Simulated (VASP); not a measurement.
A VASP calculation is set up with these files.

INCAR:
```
SYSTEM = HfGe2
PREC = Accurate
ENCUT = 400
EDIFF = 1E-6
NELM = 100
ALGO = Normal
LREAL = .FALSE.
LASPH = .TRUE.
ISMEAR = 1
SIGMA = 0.1
GGA = PS
LMAXMIX = 6
LWAVE = .FALSE.
LCHARG = .FALSE.
IBRION = 2
ISIF = 3
NSW = 60
EDIFFG = -0.02
```

File POSCAR:
```
HfGe2
1
   -1.6976161492     1.6976161492     4.5188139200
    1.6976161492    -1.6976161492     4.5188139200
    1.6976161492     1.6976161492    -4.5188139200
Hf Ge
1 2
Direct
  0.0000000000   0.0000000000   0.0000000000
  0.3275624029   0.3275624029   0.0000000000
  0.6724375971   0.6724375971   0.0000000000
```

### KPOINTS
```
Automatic mesh
0
Gamma
11 11 11
0 0 0
```

POTCAR, in this order: Hf_pv Ge_d (PBE.64 set). Program: vasp_std.

Task: Translate this PBEsol calculation to Quantum ESPRESSO's pw.x.

Result: One equivalent input (not run):
```
&CONTROL
  calculation = 'vc-relax'
  pseudo_dir = './pseudo'
  outdir = './out'
  tprnfor = .true.
  tstress = .true.
  nstep = 60
  forc_conv_thr = 0.00078
/
&SYSTEM
  ibrav = 0
  nat = 3
  ntyp = 2
  ecutwfc = 78
  occupations = 'smearing'
  smearing = 'methfessel-paxton'
  degauss = 0.00735
  input_dft = 'pbesol'
/
&ELECTRONS
  conv_thr = 7.3e-08
  electron_maxstep = 100
/
&IONS
/
&CELL
/
ATOMIC_SPECIES
  Hf 178.490 Hf.upf
  Ge 72.630 Ge.upf
CELL_PARAMETERS angstrom
    -1.6976161    1.6976161    4.5188139
     1.6976161   -1.6976161    4.5188139
     1.6976161    1.6976161   -4.5188139
ATOMIC_POSITIONS crystal
  Hf   0.0000000  0.0000000  0.0000000
  Ge   0.3275624  0.3275624  0.0000000
  Ge   0.6724376  0.6724376  0.0000000
K_POINTS automatic
  11 11 11 0 0 0
```
The two are equivalent in intent, not identical: the potentials are each code's own (VASP's PAW set, PseudoDojo norm-conserving files in pw.x), so ENCUT and ecutwfc are chosen apart and not converted; conv_thr bounds pw.x's estimated SCF error, while EDIFF bounds the energy change between steps; forc_conv_thr acts on force components and is met together with etot_conv_thr.

The structure was generated: HfGe2 was put into the MoSi2 type (I4/mmm), which need not be its known phase. This run relaxes it. Symmetry was kept, so distortions that lower it aren't found. The start is the result of an earlier pass.
